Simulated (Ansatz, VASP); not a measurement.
## Cross-check of Si31O54 (amorphous SiO1.74) between VASP and Ansatz

Wanted: the spread between two codes on one cell, functional and k mesh. The structure shown is the start of the Ansatz relaxation below; VASP solves that cell, so the two are compared at the walk's first step.

Program: Ansatz 0.2.0. Level of theory: plane waves, with VASP 6.6.1 beside it; single point at PBE. Results are calculated unless marked as measured.

### 1. Starting point

The cell holds 85 atoms: 31 Si and 54 O. Its edges and angles: a = 10.907 Å, b = 10.907 Å, c = 10.907 Å, α = 90.0°, β = 90.0°, γ = 90.0°. 85 atoms (31 Si, 54 O) packed at random and pushed apart as soft spheres at 2.22 g/cm^3; MD (Langevin at fixed volume unless said) with the MACE-MP-0b2 small potential (Batatia et al., arXiv:2401.00096), steps of 1.5 fs: 0.525 ps at 3200 K, 3200 to 1920 K in 0.525 ps, 1920 to 300 K in 1.5 ps; then atoms relaxed.

### 2. Ansatz: relaxation, PBE

Ansatz runs on its default PAW (the set named soft_2) files.

The two programs are compared at the cell with which this relaxation starts, whose forces are those of its first step.

input.yaml reads:

```yaml
crystal:
  lattice:
    - [10.90679, 0.0, 0.0]
    - [0.0, 10.90679, 0.0]
    - [0.0, 0.0, 10.90679]
  atoms:
    - { symbol: Si, position: [0.95266, 0.9596, 0.14741] }
    - { symbol: Si, position: [0.56042, 0.99506, 0.74747] }
    - { symbol: Si, position: [0.78373, 0.80845, 0.49684] }
    - { symbol: Si, position: [0.86348, 0.39881, 0.75449] }
    - { symbol: Si, position: [0.74499, 0.24406, 0.16142] }
    - { symbol: Si, position: [0.04338, 0.04477, 0.68043] }
    - { symbol: Si, position: [0.17998, 0.9527, 0.45346] }
    - { symbol: Si, position: [0.54478, 0.85973, 0.38282] }
    - { symbol: Si, position: [0.67939, 0.99172, 0.17609] }
    - { symbol: Si, position: [0.42776, 0.74612, 0.80204] }
    - { symbol: Si, position: [0.16706, 0.80517, 0.68857] }
    - { symbol: Si, position: [0.21708, 0.28614, 0.31696] }
    - { symbol: Si, position: [0.95002, 0.64021, 0.63428] }
    - { symbol: Si, position: [0.94522, 0.64157, 0.10985] }
    - { symbol: Si, position: [0.00641, 0.16106, 0.16704] }
    - { symbol: Si, position: [0.78821, 0.05748, 0.5772] }
    - { symbol: Si, position: [0.66414, 0.69657, 0.17673] }
    - { symbol: Si, position: [0.96804, 0.66074, 0.37507] }
    - { symbol: Si, position: [0.34754, 0.73803, 0.24991] }
    - { symbol: Si, position: [0.67123, 0.30013, 0.55746] }
    - { symbol: Si, position: [0.34971, 0.32493, 0.93662] }
    - { symbol: Si, position: [0.63744, 0.45196, 0.31717] }
    - { symbol: Si, position: [0.55983, 0.13569, 0.98688] }
    - { symbol: Si, position: [0.2173, 0.34883, 0.58589] }
    - { symbol: Si, position: [0.08999, 0.81481, 0.32487] }
    - { symbol: Si, position: [0.35207, 0.06743, 0.4223] }
    - { symbol: Si, position: [0.4897, 0.72526, 0.07262] }
    - { symbol: Si, position: [0.41599, 0.15826, 0.59063] }
    - { symbol: Si, position: [0.3845, 0.45855, 0.19345] }
    - { symbol: Si, position: [0.09546, 0.28492, 0.81072] }
    - { symbol: Si, position: [0.40541, 0.493, 0.70258] }
    - { symbol: O, position: [0.11381, 0.24761, 0.21621] }
    - { symbol: O, position: [0.43894, 0.75548, 0.36718] }
    - { symbol: O, position: [0.20805, 0.72458, 0.28083] }
    - { symbol: O, position: [0.73098, 0.37192, 0.23426] }
    - { symbol: O, position: [0.07624, 0.91217, 0.74068] }
    - { symbol: O, position: [0.63292, 0.80967, 0.49299] }
    - { symbol: O, position: [0.53515, 0.25934, 0.6007] }
    - { symbol: O, position: [0.56435, 0.01911, 0.08393] }
    - { symbol: O, position: [0.08111, 0.68119, 0.69214] }
    - { symbol: O, position: [0.02941, 0.05575, 0.05606] }
    - { symbol: O, position: [0.75418, 0.18656, 0.5078] }
    - { symbol: O, position: [0.66195, 0.41429, 0.46151] }
    - { symbol: O, position: [0.74737, 0.34805, 0.68321] }
    - { symbol: O, position: [0.8066, 0.94676, 0.10956] }
    - { symbol: O, position: [0.8927, 0.53832, 0.73103] }
    - { symbol: O, position: [0.39414, 0.82742, 0.13925] }
    - { symbol: O, position: [0.26424, 0.42047, 0.26893] }
    - { symbol: O, position: [0.10101, 0.14284, 0.77683] }
    - { symbol: O, position: [0.28713, 0.78409, 0.77514] }
    - { symbol: O, position: [0.89751, 0.07925, 0.676] }
    - { symbol: O, position: [0.40545, 0.4072, 0.82057] }
    - { symbol: O, position: [0.42489, 0.19715, 0.95853] }
    - { symbol: O, position: [0.43408, 0.05271, 0.69643] }
    - { symbol: O, position: [0.53068, 0.8518, 0.78338] }
    - { symbol: O, position: [0.10779, 0.37118, 0.68682] }
    - { symbol: O, position: [0.65532, 0.24014, 0.03937] }
    - { symbol: O, position: [0.95006, 0.32504, 0.84848] }
    - { symbol: O, position: [0.48802, 0.99537, 0.38287] }
    - { symbol: O, position: [0.3074, 0.47387, 0.59434] }
    - { symbol: O, position: [0.88916, 0.24301, 0.12445] }
    - { symbol: O, position: [0.70651, 0.12269, 0.24497] }
    - { symbol: O, position: [0.96746, 0.57812, 0.25013] }
    - { symbol: O, position: [0.09793, 0.05143, 0.54189] }
    - { symbol: O, position: [0.01743, 0.82879, 0.17886] }
    - { symbol: O, position: [0.79866, 0.69032, 0.11543] }
    - { symbol: O, position: [0.43568, 0.6861, 0.93822] }
    - { symbol: O, position: [0.96582, 0.05333, 0.26821] }
    - { symbol: O, position: [0.46218, 0.62658, 0.71092] }
    - { symbol: O, position: [0.32396, 0.18215, 0.31948] }
    - { symbol: O, position: [0.64128, 0.86385, 0.25759] }
    - { symbol: O, position: [0.65174, 0.5978, 0.29273] }
    - { symbol: O, position: [0.37633, 0.40992, 0.05438] }
    - { symbol: O, position: [0.39652, 0.60933, 0.17616] }
    - { symbol: O, position: [0.82886, 0.95089, 0.48137] }
    - { symbol: O, position: [0.84381, 0.74764, 0.62235] }
    - { symbol: O, position: [0.66855, 0.00447, 0.64694] }
    - { symbol: O, position: [0.16061, 0.32092, 0.45265] }
    - { symbol: O, position: [0.83314, 0.73226, 0.38026] }
    - { symbol: O, position: [0.21594, 0.83703, 0.55177] }
    - { symbol: O, position: [0.30033, 0.24124, 0.64323] }
    - { symbol: O, position: [0.20129, 0.31115, 0.91332] }
    - { symbol: O, position: [0.50033, 0.4108, 0.27317] }
    - { symbol: O, position: [0.97125, 0.57438, 0.50137] }
    - { symbol: O, position: [0.61151, 0.07598, 0.86168] }
kpoints:
  mp_grid: { grid: [1, 1, 1] }
hamiltonian:
  xc: pbe
scf:
  occupations: { method: fermi_dirac, width: 0.025 }
output:
  forces: true
relax:
  f_tol: 0.04
  max_steps: 250
  cell: {}
```

On the command line:

```bash
ansatz run input.yaml --threads 4 --pin off --max-ram 8192MiB --backend cpu --events-out ev --progress --plain --runs-dir out
```

Numbers of over 12 decimals in the logs are rounded to 6 here.

Output:

```text
Engine: ansatz 0.2.0, aarch64-unknown-linux-gnu
Pseudopotentials: kind: paw
Pseudopotential: Si, paw, valence charge 4, recommended cutoff 420 eV (normal), Si.paw.azcp
Pseudopotential: O, paw, valence charge 6, recommended cutoff 420 eV (normal), O.paw.azcp
Functional definition: PBE
  parameter kappa = 0.804
  parameter beta = 0.066725
  exchange = pbe_x(kappa = kappa, mu = beta*pi^2/3)
  correlation = pbe_c(beta = beta)
Crystal: 85 atoms, lattice volume = 1297.451 Å³
Basis set: ecut = 420 eV, 25413 PW (Γ), exchange–correlation on 150×150×150 points (8 copies of the dense FFT grid, shifted against one another)
Bands: 309, of which v1, the nominal top of the filled ones, is band 224 counted from 1 (223 counted from 0)
Symmetry: 1 space group operations
Space group: P1 (ITA 1), of the structure as read, at distance tolerance 1.1e-4 Å
k-points: 1
Non-local potential: Si, projectors of the file, l = 0: 2, l = 1: 2, l = 2: 2
Non-local potential: O, projectors of the file, l = 0: 2, l = 1: 2, l = 2: 1
PAW form: soft (Blöchl's): semilocal exchange-correlation on the pseudo side does not see the compensation charge
PAW one-centre angular grid: Si, 110 points (default); XC on 64 Gauss nodes
PAW one-centre angular grid: O, 110 points (default); XC on 64 Gauss nodes
Initial density: superposition of atomic densities (neutral atoms: chi_scale 0, normalization atom), corrected by the library's trained network
Initial wavefunctions: pseudopotential atomic-orbital guess
Functional: x = pbe(κ = 0.804, μ = 0.219515), c = pbe(β = 0.066725)
SCF iter   1: F=—  HF=-50419.683437 eV  |F-HF|=—  |Δ(HF+E_count)|=         —  Δρ=1.45e-2  dr2=1.05e1  ethr=1.77e-3  ⟨swp⟩=6.0  Hψ=1481  notcnv=0  defer=52
preconditioner: auto → LDOS  [insulator: Δε(μ)=0.156 eV  Ē_g=15.532 eV  σ=0.025 eV  W_gap=0.91  n_scr=250 (ndim 8)  ℏωp=21.8 eV  f_vac=0.221  D(μ)=6.52/eV (n_scr^D=18)  ε∞_Penn≈3.0  β→1.0]
SCF iter   2: F=—  HF=-50422.503227 eV  |F-HF|=—  |Δ(HF+E_count)|=    2.82e0  Δρ=2.11e-2  dr2=3.50e1  ethr=1.77e-3  ⟨swp⟩=3.0  Hψ=460  notcnv=0  defer=76  recentre
preconditioner: auto → Resta (q_TF=auto, 2.285 Å⁻¹)  ε∞=3.0  [insulator: Δε(μ)=0.620 eV  Ē_g=15.606 eV  σ=0.025 eV  W_gap=1.00  n_scr=250 (ndim 8)  ℏωp=21.8 eV  f_vac=0.216  D(μ)=0.00/eV (n_scr^D=0)  ε∞_Penn≈3.0  β→0.5]
SCF iter   3: F=—  HF=-50418.722497 eV  |F-HF|=—  |Δ(HF+E_count)|=    3.78e0  Δρ=8.38e-3  dr2=3.32e0  ethr=1.77e-3  ⟨swp⟩=4.0  Hψ=536  notcnv=0  defer=74
SCF iter   4: F=—  HF=-50418.487719 eV  |F-HF|=—  |Δ(HF+E_count)|=   2.35e-1  Δρ=3.94e-3  dr2=4.88e-1  ethr=7.41e-4  ⟨swp⟩=2.0  Hψ=357  notcnv=0  defer=75
SCF iter   5: F=—  HF=-50418.421196 eV  |F-HF|=—  |Δ(HF+E_count)|=   6.65e-2  Δρ=1.65e-3  dr2=5.85e-2  ethr=1.09e-4  ⟨swp⟩=2.0  Hψ=246  notcnv=0  defer=76
SCF iter   6: F=—  HF=-50418.417509 eV  |F-HF|=—  |Δ(HF+E_count)|=   3.69e-3  Δρ=1.13e-3  dr2=7.35e-2  ethr=1.31e-5  ⟨swp⟩=3.0  Hψ=536  notcnv=0  defer=77
SCF iter   7: F=—  HF=-50418.440876 eV  |F-HF|=—  |Δ(HF+E_count)|=   2.34e-2  Δρ=3.63e-3  dr2=1.01e0  ethr=1.31e-5  ⟨swp⟩=2.0  Hψ=242  notcnv=0  defer=77  recentre
SCF iter   8: F=—  HF=-50418.416613 eV  |F-HF|=—  |Δ(HF+E_count)|=   2.43e-2  Δρ=3.29e-4  dr2=3.70e-3  ethr=1.31e-5  ⟨swp⟩=2.0  Hψ=241  notcnv=0  defer=77
SCF iter   9: F=—  HF=-50418.417114 eV  |F-HF|=—  |Δ(HF+E_count)|=   5.01e-4  Δρ=2.71e-4  dr2=3.74e-3  ethr=8.25e-7  ⟨swp⟩=2.0  Hψ=385  notcnv=0  defer=77
SCF iter  10: F=—  HF=-50418.417116 eV  |F-HF|=—  |Δ(HF+E_count)|=   2.19e-6  Δρ=8.15e-5  dr2=2.13e-4  ethr=8.25e-7  ⟨swp⟩=2.0  Hψ=234  notcnv=0  defer=77
SCF iter  11: F=—  HF=-50418.417167 eV  |F-HF|=—  |Δ(HF+E_count)|=   5.05e-5  Δρ=3.56e-5  dr2=5.71e-5  ethr=4.75e-8  ⟨swp⟩=2.0  Hψ=235  notcnv=0  defer=77
SCF iter  12: F=—  HF=-50418.415258 eV  |F-HF|=—  |Δ(HF+E_count)|=   1.91e-3  Δρ=1.81e-5  dr2=8.71e-6  ethr=1.28e-8  ⟨swp⟩=2.0  Hψ=480  notcnv=0  defer=77
SCF iter  13: F=—  HF=-50418.415262 eV  |F-HF|=—  |Δ(HF+E_count)|=   4.40e-6  Δρ=8.95e-6  dr2=2.14e-6  ethr=1.94e-9  ⟨swp⟩=3.0  Hψ=356  notcnv=0  defer=77
SCF iter  14: F=—  HF=-50418.415263 eV  |F-HF|=—  |Δ(HF+E_count)|=   1.29e-6  Δρ=8.52e-6  dr2=3.47e-6  ethr=4.77e-10  ⟨swp⟩=3.0  Hψ=401  notcnv=0  defer=77
SCF iter  15: F=—  HF=-50418.415263 eV  |F-HF|=—  |Δ(HF+E_count)|=   1.72e-7  Δρ=4.42e-6  dr2=1.13e-6  ethr=4.77e-10  ⟨swp⟩=2.0  Hψ=235  notcnv=0  defer=77
SCF iter  16: F=—  HF=-50418.415264 eV  |F-HF|=—  |Δ(HF+E_count)|=   9.54e-8  Δρ=2.43e-6  dr2=4.00e-7  ethr=2.52e-10  ⟨swp⟩=2.0  Hψ=234  notcnv=0  defer=77
SCF iter  17: F=-50418.415264 eV  HF=-50418.415264 eV  |F-HF|=1.68e-8  |Δ(HF+E_count)|=   4.10e-8  Δρ=9.90e-7  dr2=2.11e-8  ethr=2.23e-11  ⟨swp⟩=2.0  Hψ=771  notcnv=0
SCF 1 converged in 17 iterations: F = -50418.415264 eV  dr2 = 2.11e-8
  greatest PAW one-centre occupation: 0.873 electrons in one spin orbital (limit 2), on the O atom at site 46 (counted from 0), in its partial waves of l = 0
[...]
atom  64  O      0.00400569     0.00292401    -0.00599314
  atom  65  O     -0.00391274     0.00080459    -0.00595850
  atom  66  O     -0.00661922    -0.00391212    -0.00132956
  atom  67  O      0.00508323     0.00668301     0.00023017
  atom  68  O     -0.00082713     0.00102813    -0.00062136
  atom  69  O     -0.00004104    -0.00104546     0.00295814
  atom  70  O     -0.00040173     0.00092512    -0.00218201
  atom  71  O     -0.00217519    -0.00225313    -0.00024952
  atom  72  O     -0.00423364     0.00090044    -0.00543969
  atom  73  O      0.00172847    -0.00321762    -0.00398105
  atom  74  O      0.00036933     0.00133478    -0.00094170
  atom  75  O     -0.00560828    -0.00012731     0.00097040
  atom  76  O      0.00126856     0.00488419     0.00148065
  atom  77  O      0.00225069     0.00049550     0.00604413
  atom  78  O      0.00541179    -0.00035419     0.00218630
  atom  79  O     -0.00406542     0.00062772     0.00215665
  atom  80  O      0.00367309    -0.00369447     0.00909822
  atom  81  O      0.00403824     0.00140661     0.00521511
  atom  82  O     -0.00306922     0.00359229    -0.00070853
  atom  83  O      0.00152970     0.01017646    -0.00500422
  atom  84  O      0.00225972    -0.00295103     0.00216620
  atom  85  O      0.00058121    -0.00416799     0.00437879
  max |Σ_I F_I| component: 5.82e-5 eV/Å
--- Stress (GPa, compression-positive) ---
        0.005402      -0.002449       0.002281
       -0.002451      -0.003835      -0.006544
        0.002281      -0.006546      -0.002760
  P = ⅓ Tr σ = -0.0004 GPa (-0.004 kbar)
--- Relaxed structure (43 steps of the walk, 40 accepted, 4 SCFs on fresh bases) ---
  F+E_penalty+E_count = -50427.05465323 eV   max|allowed force component| = 1.741e-2 eV/Å   (the final SCF, on the basis selected at the relaxed cell)
  cell:  # Å, volume = 1466.7483 Å³
    - [10.705549, -0.050084, -0.661627]
    - [-0.050084, 11.528396, 0.076269]
    - [-0.661627, 0.076269, 11.926009]
  atoms:
    - { symbol: Si, position: [0.919872, 0.988060, 0.189356] }
    - { symbol: Si, position: [0.576100, 0.990201, 0.747992] }
    - { symbol: Si, position: [0.770507, 0.809402, 0.491973] }
    - { symbol: Si, position: [0.847495, 0.421084, 0.730040] }
    - { symbol: Si, position: [0.711386, 0.242697, 0.156698] }
    - { symbol: Si, position: [0.077659, 0.056078, 0.680812] }
    - { symbol: Si, position: [0.171822, 0.955806, 0.471127] }
    - { symbol: Si, position: [0.526081, 0.862148, 0.356219] }
    - { symbol: Si, position: [0.644536, 1.002873, 0.166047] }
    - { symbol: Si, position: [0.457885, 0.743263, 0.800209] }
    - { symbol: Si, position: [0.183316, 0.818481, 0.689388] }
    - { symbol: Si, position: [0.213880, 0.290397, 0.340253] }
    - { symbol: Si, position: [0.946758, 0.655634, 0.629721] }
    - { symbol: Si, position: [0.921733, 0.554739, 0.145588] }
    - { symbol: Si, position: [-0.033155, 0.178511, 0.246034] }
    - { symbol: Si, position: [0.803821, 0.038421, 0.599800] }
    - { symbol: Si, position: [0.632060, 0.596732, 0.153248] }
    - { symbol: Si, position: [0.957271, 0.676109, 0.382495] }
    - { symbol: Si, position: [0.332018, 0.717213, 0.222173] }
    - { symbol: Si, position: [0.695532, 0.276207, 0.533625] }
    - { symbol: Si, position: [0.365530, 0.348105, 0.936361] }
    - { symbol: Si, position: [0.602121, 0.416454, 0.302841] }
    - { symbol: Si, position: [0.557272, 0.137280, 0.967335] }
    - { symbol: Si, position: [0.285341, 0.364356, 0.593225] }
    - { symbol: Si, position: [0.088757, 0.822426, 0.322577] }
    - { symbol: Si, position: [0.346140, 0.066992, 0.424044] }
    - { symbol: Si, position: [0.513363, 0.766467, 0.060091] }
    - { symbol: Si, position: [0.442089, 0.155623, 0.584245] }
    - { symbol: Si, position: [0.338160, 0.442509, 0.188129] }
    - { symbol: Si, position: [0.118387, 0.310941, 0.768628] }
    - { symbol: Si, position: [0.501790, 0.486461, 0.745101] }
    - { symbol: O, position: [0.068325, 0.245729, 0.331763] }
    - { symbol: O, position: [0.447497, 0.743689, 0.321985] }
    - { symbol: O, position: [0.207717, 0.770339, 0.265248] }
    - { symbol: O, position: [0.639955, 0.358335, 0.187278] }
    - { symbol: O, position: [0.145865, 0.941940, 0.743700] }
    - { symbol: O, position: [0.618542, 0.824654, 0.468984] }
    - { symbol: O, position: [0.566845, 0.241270, 0.587688] }
    - { symbol: O, position: [0.537468, 0.030535, 0.058171] }
    - { symbol: O, position: [0.065153, 0.728102, 0.694344] }
    - { symbol: O, position: [0.0023682, 0.097218, 0.138327] }
    - { symbol: O, position: [0.767894, 0.154197, 0.522433] }
    - { symbol: O, position: [0.661639, 0.345303, 0.413788] }
    - { symbol: O, position: [0.789101, 0.362195, 0.610969] }
    - { symbol: O, position: [0.779589, 0.965934, 0.123188] }
    - { symbol: O, position: [0.910727, 0.547956, 0.708227] }
    - { symbol: O, position: [0.372441, 0.778589, 0.108511] }
    - { symbol: O, position: [0.219092, 0.369428, 0.226841] }
    - { symbol: O, position: [0.129879, 0.172736, 0.744654] }
    - { symbol: O, position: [0.310051, 0.764754, 0.756192] }
    - { symbol: O, position: [0.927452, 0.057101, 0.689266] }
    - { symbol: O, position: [0.445375, 0.434039, 0.858671] }
    - { symbol: O, position: [0.432969, 0.219572, 0.944453] }
    - { symbol: O, position: [0.455809, 0.042901, 0.669090] }
    - { symbol: O, position: [0.545371, 0.856234, 0.777962] }
[...]
- { symbol: O, position: [0.247186, 0.365505, 0.455953] }
    - { symbol: O, position: [0.824252, 0.749026, 0.384193] }
    - { symbol: O, position: [0.210959, 0.844204, 0.558796] }
    - { symbol: O, position: [0.335057, 0.235077, 0.631553] }
    - { symbol: O, position: [0.219103, 0.338091, 0.880032] }
    - { symbol: O, position: [0.449965, 0.409203, 0.289201] }
    - { symbol: O, position: [0.987347, 0.613879, 0.507725] }
    - { symbol: O, position: [0.598771, 0.075549, 0.856391] }
```

[end of part 1 of 2]

[Lines on the potential files, build, host, timing and source positions are cut from VASP's logs without a mark.]

[Logs are printed without paths, hosts, clocks, repeated set-up lines and the standing remarks that a program may print on its own settings, such as how far it seeks lower states.]

[Hosts, paths, dates, database ids (printed as entryN), source tags and the programs' standing remarks are cut or masked in the printed files.]
